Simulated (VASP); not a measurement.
Level of theory: LDA (Ceperley-Alder, Perdew-Zunger), VASP's LDA PAW potentials (set 64) (plane waves; VASP).

VASP ran on this input.

**KPOINTS**
```
kpoints
0
gamma
10 10 10
```

POSCAR:
```
BAs
1.0
  0.0000000000   2.2873513699   2.2873513699
  2.2873513699   0.0000000000   2.2873513699
  2.2873513699   2.2873513699   0.0000000000
B As
1 1
Cart
  0.0000000000   0.0000000000   0.0000000000
  1.1436756850   1.1436756850   1.1436756850
```

### INCAR
```
ALGO = Normal
EDIFF = 1E-6
EDIFFG = -0.02
ENCUT = 620
IBRION = 2
ISIF = 3
ISMEAR = 0
LASPH = T
LCHARG = F
LMAXMIX = 4
LREAL = F
LWAVE = F
NELM = 100
NSW = 40
PREC = Accurate
PSTRESS = 300
SIGMA = 0.05
SYSTEM = BAs
```

POTCAR, in this order: B As (LDA.64 set). Program: vasp_std.

The run wrote:

**OSZICAR**
```
       N       E                     dE             d eps       ncg     rms          rms(c)
DAV:   1     0.139845627150E+02    0.13985E+02   -0.44174E+03   760   0.102E+03
DAV:   2    -0.134351911960E+02   -0.27420E+02   -0.25992E+02  1168   0.118E+02
DAV:   3    -0.138062138055E+02   -0.37102E+00   -0.37102E+00   792   0.179E+01
DAV:   4    -0.138068385771E+02   -0.62477E-03   -0.62477E-03  1176   0.741E-01
DAV:   5    -0.138068387698E+02   -0.19264E-06   -0.19264E-06   800   0.802E-03    0.607E+00
DAV:   6    -0.129100175734E+02    0.89682E+00   -0.25256E+00   792   0.870E+00    0.290E+00
DAV:   7    -0.127880402800E+02    0.12198E+00   -0.35004E-01  1048   0.357E+00    0.937E-01
DAV:   8    -0.127728955849E+02    0.15145E-01   -0.28903E-02   856   0.113E+00    0.142E-01
DAV:   9    -0.127729003264E+02   -0.47415E-05   -0.60061E-04  1032   0.213E-01    0.795E-02
DAV:  10    -0.127729012005E+02   -0.87411E-06   -0.11390E-04   792   0.693E-02    0.202E-02
DAV:  11    -0.127729016665E+02   -0.46598E-06   -0.20699E-06  1000   0.140E-02
   1 F= -.82912374E+01 E0= -.82912374E+01  d E =-.829124E+01
       N       E                     dE             d eps       ncg     rms          rms(c)
DAV:   1    -0.123541968220E+02    0.41870E+00   -0.36643E+00   848   0.160E+01    0.218E+00
DAV:   2    -0.122688297666E+02    0.85367E-01   -0.10454E-01   800   0.216E+00    0.102E+00
DAV:   3    -0.122383592035E+02    0.30471E-01   -0.66528E-02   816   0.147E+00    0.449E-01
DAV:   4    -0.122373048039E+02    0.10544E-02   -0.16492E-03   976   0.306E-01    0.243E-01
DAV:   5    -0.122370662586E+02    0.23855E-03   -0.25430E-04   984   0.113E-01    0.105E-01
DAV:   6    -0.122370616649E+02    0.45937E-05   -0.86801E-06   776   0.245E-02    0.867E-03
DAV:   7    -0.122370615388E+02    0.12607E-06   -0.73401E-07   520   0.505E-03
   2 F= -.82299688E+01 E0= -.82299688E+01  d E =0.612686E-01
       N       E                     dE             d eps       ncg     rms          rms(c)
DAV:   1    -0.126696025246E+02   -0.43254E+00   -0.13653E+00   848   0.934E+00    0.126E+00
DAV:   2    -0.126359219022E+02    0.33681E-01   -0.46804E-02   776   0.142E+00    0.621E-01
DAV:   3    -0.126244401649E+02    0.11482E-01   -0.25314E-02   872   0.900E-01    0.205E-01
DAV:   4    -0.126239165835E+02    0.52358E-03   -0.81454E-04   896   0.205E-01    0.118E-01
DAV:   5    -0.126238377099E+02    0.78874E-04   -0.80715E-05  1024   0.637E-02    0.597E-02
DAV:   6    -0.126238353964E+02    0.23135E-05   -0.35754E-06   776   0.151E-02    0.416E-03
DAV:   7    -0.126238353142E+02    0.82185E-07   -0.35627E-07   440   0.346E-03
   3 F= -.83236528E+01 E0= -.83236528E+01  d E =-.324154E-01
```

File OUTCAR:
```
------------------------ aborting loop because EDIFF is reached ----------------------------------------
  FORCE on cell =-STRESS in cart. coord.  units (eV):
  Direction    XX          YY          ZZ          XY          YZ          ZX
  --------------------------------------------------------------------------------------
  Total        4.2682679      4.2682679      4.2682679      0.0000000      0.0000000      0.0000000
  in kB      297.7734975    297.7734975    297.7734975      0.0000000      0.0000000      0.0000000
  external PRESSURE =      -2.2265025 kB  Pullay stress =     300.0000000 kB
  volume of cell :       22.97
      direct lattice vectors                 reciprocal lattice vectors
    -0.000000000  2.256050097  2.256050097    -0.221626284  0.221626284  0.221626284
     2.256050097  0.000000000  2.256050097     0.221626284 -0.221626284  0.221626284
     2.256050097  2.256050097  0.000000000     0.221626284  0.221626284 -0.221626284
  FREE ENERGIE OF THE ION-ELECTRON SYSTEM (eV)
  ---------------------------------------------------
  free  energy   TOTEN  =       -12.6238353142 eV

  energy  without entropy=      -12.6238353142  energy(sigma->0) =      -12.62383531
  enthalpy is  TOTEN    =        -8.3236528321 eV   P V=        4.3001824821

 reached required accuracy - stopping structural energy minimisation
```
(Selected blocks of OUTCAR.)

CONTCAR:
```
BAs
   1.00000000000000
    -0.0000000000000000    2.2560500971118276    2.2560500971118276
     2.2560500971118276    0.0000000000000000    2.2560500971118276
     2.2560500971118276    2.2560500971118276    0.0000000000000000
  B               As
     1     1
Direct
     0.0000000000000000    0.0000000000000000    0.0000000000000000
     0.2500000000000000    0.2500000000000000    0.2500000000000000
```

OUTCAR:
```
 val. band max:        8.2326584951   @ k =   0.0000   0.0000   0.0000

 cond. band min:       9.1945041291   @ k =   0.4000   0.4000   0.0000


 Fermi energy:         8.4906205180

 k-point     1 :       0.0000    0.0000    0.0000
  band No.  band energies     occupation
      1      -8.8138      2.00000
      2       8.2327      2.00000
      3       8.2327      2.00000
      4       8.2327      2.00000
      5      11.7294      0.00000
      6      11.7294      0.00000
      7      11.7294      0.00000
      8      15.1922      0.00000

 k-point     2 :       0.1000    0.0000    0.0000
  band No.  band energies     occupation
      1      -8.6234      2.00000
      2       6.7119      2.00000
      3       7.8687      2.00000
      4       7.8687      2.00000
      5      12.1491      0.00000
      6      12.2020      0.00000
      7      12.2020      0.00000
      8      15.7272      0.00000

 k-point     3 :       0.2000    0.0000    0.0000
  band No.  band energies     occupation
      1      -8.0587      2.00000
      2       4.0574      2.00000
      3       7.1939      2.00000
      4       7.1939      2.00000
      5      12.2655      0.00000
      6      13.0054      0.00000
      7      13.0054      0.00000
      8      16.7620      0.00000

 k-point     4 :       0.3000    0.0000    0.0000
  band No.  band energies     occupation
      1      -7.1493      2.00000
      2       1.4326      2.00000
      3       6.6084      2.00000
      4       6.6084      2.00000
      5      12.1564      0.00000
      6      13.3513      0.00000
      7      13.3513      0.00000
      8      17.3605      0.00000

 k-point     5 :       0.4000    0.0000    0.0000
  band No.  band energies     occupation
      1      -6.0148      2.00000
      2      -0.7845      2.00000
      3       6.2366      2.00000
      4       6.2366      2.00000
      5      12.0596      0.00000
      6      13.2644      0.00000
      7      13.2644      0.00000
...
```

Energy and stress use the plane-wave basis of the starting cell.

The compound is BAs in the zinc blende structure. This run relaxes it under an external pressure of 30 GPa. Symmetry was kept, so distortions that lower it aren't found.
